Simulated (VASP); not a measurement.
Here is the system:

```
CELL_PARAMETERS angstrom
      0.00000     2.91387     2.91387
      2.91387     0.00000     2.91387
      2.91387     2.91387     0.00000
ATOMIC_POSITIONS crystal
  As 0.00000 0.00000 0.00000
  Co 0.50000 0.50000 0.50000
  Co 0.25000 0.25000 0.25000
  Co 0.75000 0.75000 0.75000
```
Starting moments (μB, in the order of the record's atoms As Co Co Co): 0.0 3.0 3.0 3.0.

The numbers are results of PBE GGA, VASP's PBE PAW potentials (set 64) (plane waves; VASP), not measurements. Numerical set-up: 400 eV cut-off, 6×6×6 Γ-centred mesh, Gaussian smearing of 0.050 eV, potentials As Co.

Give the stress tensor in GPa (positive for a compressed cell).

```
-7.29   0.00   0.00
 0.00  -7.29   0.00
 0.00   0.00  -7.29
```
The pressure is its mean diagonal, -7.29 GPa.

The structure was generated: Co3As was put into the D03 type (Fm-3m), which need not be its known phase. The cell was not relaxed at this level. The k-mesh is coarse (spacing up to 0.31 per Å, 2π included), so the numbers may not be converged in it.
